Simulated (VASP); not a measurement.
# ReRh2 (Fd-3m) in VASP: density of states with PBEsol

Aim: the density of states of ReRh2 with PBEsol.

Program: VASP 6.6.1. These are calculated values, not measurements. Logs are shortened: lines on timing, memory, paths and dates and some standing lists are left out, and cuts for length are marked.

### 1 The structure

Symmetry: Fd-3m, No. 227, cubic system. The conventional cell has a = 6.789 Å, b = 6.789 Å, c = 6.789 Å, α = 90.00°, β = 90.00°, γ = 90.00°. Rh (site symmetry -3m) is surrounded by 6 Rh at 2.40 Å. Re (site symmetry -43m) is surrounded by 12 Rh at 2.81 Å and 4 Re at 2.94 Å.

The cell was built by a generator and needn't be a form met in nature.

### 2 Density of states, PBEsol

Input file POSCAR:

```
ReRh2
1.0
    0.0000000000      3.3944147700      3.3944147700
    3.3944147700      0.0000000000      3.3944147700
    3.3944147700      3.3944147700      0.0000000000
Rh Re
4 2
Direct
    0.6250000000      0.6250000000      0.6250000000
    0.1250000000      0.6250000000      0.6250000000
    0.6250000000      0.6250000000      0.1250000000
    0.6250000000      0.1250000000      0.6250000000
    0.0000000000      0.0000000000      0.0000000000
    0.2500000000      0.2500000000      0.2500000000
```

Input file INCAR.step1:

```
SYSTEM = ReRh2
PREC     = Accurate       ! precision mode
ENCUT    = 520            ! plane-wave cutoff, eV
EDIFF    = 1E-7           ! SCF threshold, eV
ISMEAR   = -1             ! smearing method
SIGMA    = 0.1            ! smearing width, eV
LREAL    = .False.        ! projectors in reciprocal space
LASPH    = .True.         ! aspherical terms in the spheres
NELM     = 100            ! most SCF steps
ALGO     = Fast           ! electronic algorithm
ISIF     = 2              ! what is computed and relaxed
LWAVE    = .False.        ! write WAVECAR
LCHARG   = .True.         ! write CHGCAR
LMAXMIX  = 4              ! l up to which the mixer works
GGA      = PS             ! functional
NBANDS   = 46             ! bands
```

Input file KPOINTS.step1:

```
regular mesh
0
Gamma
  9 9 9
  0 0 0
```

Input file INCAR.step2:

```
SYSTEM = ReRh2
PREC     = Accurate       ! precision mode
ENCUT    = 520            ! plane-wave cutoff, eV
EDIFF    = 1E-7           ! SCF threshold, eV
ISMEAR   = -5             ! smearing method
SIGMA    = 0.1            ! smearing width, eV
LREAL    = .False.        ! projectors in reciprocal space
LASPH    = .True.         ! aspherical terms in the spheres
NELM     = 100            ! most SCF steps
ALGO     = Fast           ! electronic algorithm
ISIF     = 2              ! what is computed and relaxed
LWAVE    = .False.        ! write WAVECAR
LCHARG   = .False.        ! write CHGCAR
LMAXMIX  = 4              ! l up to which the mixer works
GGA      = PS             ! functional
LORBIT   = 11             ! projections on sites
NEDOS    = 2001           ! points of the DOS
ICHARG   = 11             ! starting density
```

Input file KPOINTS.step2:

```
regular mesh
0
Gamma
  14 14 14
  0 0 0
```

Potentials or basis: VASP PAW PBE potentials, release 64 (Rh_pv, Re).

Run with:

```bash
$ cat potpaw_PBE.64/Rh_pv/POTCAR potpaw_PBE.64/Re/POTCAR > POTCAR
$ cp INCAR.step1 INCAR
$ cp KPOINTS.step1 KPOINTS
$ mpirun -np 1 vasp_std > vasp.out
$ cp INCAR.step2 INCAR
$ cp KPOINTS.step2 KPOINTS
$ mpirun -np 1 vasp_std > vasp.out
```

OUTCAR:

```text
SYSTEM = ReRh2
   PREC = Accurate
   ENCUT = 520
   EDIFF = 1E-7
   ISMEAR = -5
   LREAL = .False.
   LASPH = .True.
   NELM = 100
   ISIF = 2
   GGA = PS
   LORBIT = 11
   ICHARG = 11

 ion  position               nearest neighbor table
   1  0.625  0.625  0.625-   2 2.40   3 2.40   4 2.40   3 2.40   4 2.40   2 2.40   6 2.81   5 2.81
                             6 2.81   5 2.81   6 2.81   5 2.81
   2  0.125  0.625  0.625-   1 2.40   3 2.40   4 2.40   1 2.40   3 2.40   4 2.40   6 2.81   5 2.81
                             5 2.81   6 2.81   5 2.81   6 2.81
   3  0.625  0.625  0.125-   1 2.40   1 2.40   2 2.40   4 2.40   4 2.40   2 2.40   6 2.81   5 2.81
                             6 2.81   5 2.81   6 2.81   5 2.81
   4  0.625  0.125  0.625-   1 2.40   3 2.40   1 2.40   2 2.40   3 2.40   2 2.40   6 2.81   5 2.81
                             6 2.81   5 2.81   6 2.81   5 2.81
   5  0.000  0.000  0.000-   1 2.81   1 2.81   1 2.81   2 2.81   3 2.81   4 2.81   4 2.81   2 2.81
                             4 2.81   3 2.81   2 2.81   3 2.81   6 2.94   6 2.94   6 2.94   6 2.94
   6  0.250  0.250  0.250-   2 2.81   3 2.81   4 2.81   1 2.81   1 2.81   1 2.81   2 2.81   2 2.81
                             3 2.81   4 2.81   3 2.81   4 2.81   5 2.94   5 2.94   5 2.94   5 2.94

  LATTYP: Found a face centered cubic cell.
 ALAT       =     6.7888295400

  Lattice vectors:

 A1 = (   0.0000000000,   3.3944147700,   3.3944147700)
 A2 = (   3.3944147700,   0.0000000000,   3.3944147700)
 A3 = (   3.3944147700,   3.3944147700,   0.0000000000)

Analysis of symmetry for initial positions (statically):
=====================================================================
 Subroutine PRICEL returns:
 Original cell was already a primitive cell.

 Routine SETGRP: Setting up the symmetry group for a
 face centered cubic supercell.

 Subroutine GETGRP returns: Found 48 space group operations
 (whereof 24 operations were pure point group operations)
 out of a pool of 48 trial point group operations.

The static configuration has the point symmetry T_d .
 The point group associated with its full space group is O_h .

Analysis of symmetry for dynamics (positions and initial velocities):
=====================================================================
 Subroutine PRICEL returns:
 Original cell was already a primitive cell.

 Routine SETGRP: Setting up the symmetry group for a
 face centered cubic supercell.

 Subroutine GETGRP returns: Found 48 space group operations
 (whereof 24 operations were pure point group operations)
 out of a pool of 48 trial point group operations.

The dynamic configuration has the point symmetry T_d .
 The point group associated with its full space group is O_h .

 Subroutine INISYM returns: Found 48 space group operations
 (whereof 24 operations are pure point group operations),
 and found     1 'primitive' translations

----------------------------------------------------------------------------------------

                                     Primitive cell

  volume of cell :      78.2212

  direct lattice vectors                    reciprocal lattice vectors
     0.000000000  3.394414770  3.394414770    -0.147300797  0.147300797  0.147300797
     3.394414770  0.000000000  3.394414770     0.147300797 -0.147300797  0.147300797
     3.394414770  3.394414770  0.000000000     0.147300797  0.147300797 -0.147300797

  length of vectors
     4.800427404  4.800427404  4.800427404     0.255132464  0.255132464  0.255132464

  position of ions in fractional coordinates (direct lattice)
     0.625000000  0.625000000  0.625000000
     0.125000000  0.625000000  0.625000000
     0.625000000  0.625000000  0.125000000
     0.625000000  0.125000000  0.625000000
     0.000000000  0.000000000  0.000000000
     0.250000000  0.250000000  0.250000000

  ion indices of the primitive-cell ions
   primitive index   ion index
                 1           1
                 2           2
                 3           3
                 4           4
                 5           5
                 6           6

----------------------------------------------------------------------------------------

 KPOINTS: regular mesh

Automatic generation of k-mesh.
 Grid dimensions read from file:
 generate k-points for:   14   14   14

 Generating k-lattice:

  Cartesian coordinates                     Fractional coordinates (reciprocal lattice)
    -0.010521485  0.010521485  0.010521485     0.071428571  0.000000000  0.000000000
     0.010521485 -0.010521485  0.010521485     0.000000000  0.071428571  0.000000000
     0.010521485  0.010521485 -0.010521485     0.000000000  0.000000000  0.071428571

  Length of vectors
     0.018223747  0.018223747  0.018223747

  Shift w.r.t. Gamma in fractional coordinates (k-lattice)
     0.000000000  0.000000000  0.000000000

 TETIRR: Found    389 inequivalent tetrahedra from    16464

 Subroutine IBZKPT returns following result:
 ===========================================

 Found    104 irreducible k-points:

 Following reciprocal coordinates:
            Coordinates               Weight
  0.000000  0.000000  0.000000      1.000000
  0.071429  0.000000  0.000000      8.000000
  0.142857  0.000000  0.000000      8.000000
  0.214286  0.000000  0.000000      8.000000
  0.285714  0.000000  0.000000      8.000000
  0.357143  0.000000  0.000000      8.000000
[... 16 lines left out ...]
  0.214286  0.142857  0.000000     24.000000
  0.285714  0.142857  0.000000     24.000000
 [... further k-points ...]
   k-points           NKPTS =    104   k-points in BZ     NKDIM =    104   number of bands    NBANDS=     44
   number of dos      NEDOS =   2001   number of ions     NIONS =      6
   total plane-waves  NPLWV =  46656
   dimension x,y,z NGX =    36 NGY =   36 NGZ =   36
   dimension x,y,z NGXF=    72 NGYF=   72 NGZF=   72
   ions per type =               4   2
   NGX,Y,Z   is equivalent  to a cutoff of  12.47, 12.47, 12.47 a.u.
   NGXF,Y,Z  is equivalent  to a cutoff of  24.93, 24.93, 24.93 a.u.
 SYSTEM =  ReRh2
   PREC   = accura    normal or accurate (medium, high low for compatibility)
   ISTART =      0    job   : 0-new  1-cont  2-samecut
   ICHARG =     11    charge: 1-file 2-atom 10-const
   ISPIN  =      1    spin polarized calculation?
   LNONCOLLINEAR =      F non collinear calculations
   LSORBIT =      F    spin-orbit coupling
   LASPH  =      T    aspherical Exc in radial PAW
   ENCUT  =  520.0 eV  38.22 Ry    6.18 a.u.   8.93  8.93  8.93*2*pi/ulx,y,z
   NELM   =    100;   NELMIN=  2; NELMDL=  0     # of ELM steps
   EDIFF  = 0.1E-06   stopping-criterion for ELM
   LREAL  =      F    real-space projection
   EDIFFG = 0.1E-05   stopping-criterion for IOM
   NSW    =      0    number of steps for IOM
   IBRION =     -1    ionic relax: 0-MD 1-quasi-New 2-CG
   NFREE  =      0    steps in history (QN), initial steepest desc. (CG)
   ISIF   =      2    stress and relaxation
   ISYM   =      2    0-nonsym 1-usesym 2-fastsym
   POTIM  = 0.5000    time-step for ionic-motion
   TEBEG  =    0.0;   TEEND  =   0.0 temperature during run
   PSTRESS=    0.0 pullay stress
   NELECT =      74.0000    total number of electrons
   NUPDOWN=      -1.0000    fix difference up-down
   EMIN   =  10.00;   EMAX   =-10.00  energy-range for DOS
   EFERMI =   0.00;   METHOD = LEGACY
   ISMEAR =    -5;   SIGMA  =   0.10  broadening in eV -4-tet -1-fermi 0-gaus
   EFERMI_NEDOS =   21; number of points for ismear=-14 and -15
   IALGO  =     68    algorithm
   IMIX   =      4    mixing-type and parameters
     AMIX     =   0.40;   BMIX     =  1.00
     AMIX_MAG =   1.60;   BMIX_MAG =  1.00
  volume/ion in A,a.u.               =      13.04        87.98
  Fermi-wavevector in a.u.,A,eV,Ry     =   1.607103  3.036985 35.140875  2.582781
  Thomas-Fermi vector in A             =   2.703185
   LORBIT       =     11    0 simple, 1 ext, 2 COOP (PROOUT), +10 PAW based schemes
   GGA     = PS    functional components
   LHFCALC =     F    Hartree Fock is set to
   AEXX    =    0.0000 exact exchange contribution
   IVDW    =     0    specifies the selected vdW correction
   LEPSILON=     F    determine dielectric tensor
   LRPA    =     F    only Hartree local field effects (RPA)
 non-spin polarized calculation
 RMM-DIIS sequential band-by-band and
 Fermi weights with tetrahedron method with Bloechl corrections
  energy-cutoff  :      520.00
  volume of cell :       78.22
 maximum number of plane-waves:      2134

 number of electron      74.0000021 magnetization

 Free energy of the ion-electron system (eV)
  ---------------------------------------------------
  ext. energy  EPLUGINS =         0.00000000
  ---------------------------------------------------
  free energy    TOTEN  =       -55.93439310 eV

  energy without entropy =      -55.93439310  energy(sigma->0) =      -55.93439310

 E-fermi :  11.9319     XC(G=0): -14.5394

 val. band max:       11.9939455135   @ k =  -0.2857   0.5000   0.2143
 cond. band min:      11.9027102612   @ k =   0.2857   0.0000   0.0000
 fundamental gap:     -0.0912352523
 Fermi energy:        11.9318904785

 k-point     1 :       0.0000    0.0000    0.0000
  band No.  band energies     occupation
      1     -36.6482      2.00000
      2     -35.6101      2.00000
      3     -35.6101      2.00000
      4     -35.6101      2.00000
      5     -35.2519      2.00000
      6     -35.2519      2.00000
[... 36 lines left out ...]
     43      14.0911      0.00000
     44      14.1211      0.00000
[... 1040 lines left out ...]
      4     -35.5014      2.00000
      5     -35.2286      2.00000
      6     -35.1712      2.00000
[... 36 lines left out ...]
     43      13.8275      0.00000
     44      15.6008      0.00000

 [... further k-points ...]

------------------------ aborting loop because EDIFF is reached ----------------------------------------

  FORCE on cell =-STRESS in cart. coord.  units (eV):
  Direction    XX          YY          ZZ          XY          YZ          ZX
  --------------------------------------------------------------------------------------
  -------------------------------------------------------------------------------------
  Total       16.5516684     16.5516684     16.5516684      0.0000000     -0.0000000      0.0000000
  in kB      339.0218110    339.0218110    339.0218110      0.0000000     -0.0000000      0.0000000
  external PRESSURE =     339.0218110 kB  Pullay stress =       0.0000000 kB

 VOLUME and BASIS-vectors are now :
 -----------------------------------------------------------------------------
  energy-cutoff  :      520.00
  volume of cell :       78.22
      direct lattice vectors                 reciprocal lattice vectors
     0.000000000  3.394414770  3.394414770    -0.147300797  0.147300797  0.147300797
     3.394414770  0.000000000  3.394414770     0.147300797 -0.147300797  0.147300797
     3.394414770  3.394414770  0.000000000     0.147300797  0.147300797 -0.147300797

 POSITION                                       TOTAL-FORCE (eV/Angst)
 -----------------------------------------------------------------------------------
      4.24302      4.24302      4.24302         0.000000     -0.000000      0.000000
      4.24302      2.54581      2.54581         0.000000     -0.000000      0.000000
      2.54581      2.54581      4.24302         0.000000     -0.000000      0.000000
      2.54581      4.24302      2.54581         0.000000     -0.000000      0.000000
      0.00000      0.00000      0.00000        -0.000000     -0.000000     -0.000000
      1.69721      1.69721      1.69721         0.000000      0.000000      0.000000
 -----------------------------------------------------------------------------------
    total drift:                                0.000000      0.000000      0.000000

  FREE ENERGIE OF THE ION-ELECTRON SYSTEM (eV)
  ---------------------------------------------------
  free  energy   TOTEN  =       -55.9343931011 eV

  energy  without entropy=      -55.9343931011  energy(sigma->0) =      -55.93439310

 total charge

# of ion       s       p       d       tot
------------------------------------------
    1        0.500   6.460   7.288  14.249
    2        0.500   6.460   7.288  14.249
    3        0.500   6.460   7.288  14.249
    4        0.500   6.460   7.288  14.249
    5        0.541   0.548   4.656   5.745
    6        0.541   0.548   4.656   5.745
--------------------------------------------------
tot          3.081  26.938  38.466  68.485
```

Wall time 9 min (1 thread of Intel Xeon 6975P-C (Granite Rapids), shared host); peak memory 0.39 GiB.

Results:

```yaml
Valence_electrons_inside_the_program's_atomic_spheres: Rh 14.25; Re 5.75
```

States per cell in windows of 1 eV (zero at the Fermi level; states under -8 eV left out):
```csv
from (eV),total,Rh1_d,Rh2_d,Rh3_d,Rh4_d,Re5_d,Re6_d
-8.0,2.32,0.30,0.30,0.30,0.30,0.04,0.04
-7.0,7.04,1.05,1.05,1.05,1.05,0.36,0.36
-6.0,7.52,1.32,1.32,1.32,1.32,0.43,0.43
-5.0,6.54,0.91,0.91,0.91,0.91,0.67,0.67
-4.0,6.62,0.81,0.81,0.81,0.81,0.68,0.68
-3.0,5.90,0.82,0.82,0.82,0.82,0.71,0.71
-2.0,5.67,0.77,0.77,0.77,0.77,0.85,0.85
-1.0,7.48,1.21,1.21,1.21,1.21,0.91,0.91
0.0,4.88,0.63,0.63,0.63,0.63,0.91,0.91
1.0,7.56,0.84,0.84,0.84,0.84,1.84,1.84
2.0,1.25,0.13,0.13,0.13,0.13,0.25,0.25
3.0,0.40,0.02,0.02,0.02,0.02,0.07,0.07
4.0,0.01,0.00,0.00,0.00,0.00,0.00,0.00
5.0,0.00,0.00,0.00,0.00,0.00,0.00,0.00
6.0,0.00,0.00,0.00,0.00,0.00,0.00,0.00
```

Caveat: the PAW data sets were made with another functional, which shifts forces and pressure a little; tetrahedron occupations give inexact forces and stress in metals. The run has no spin-orbit coupling, so splittings on Re are missing.
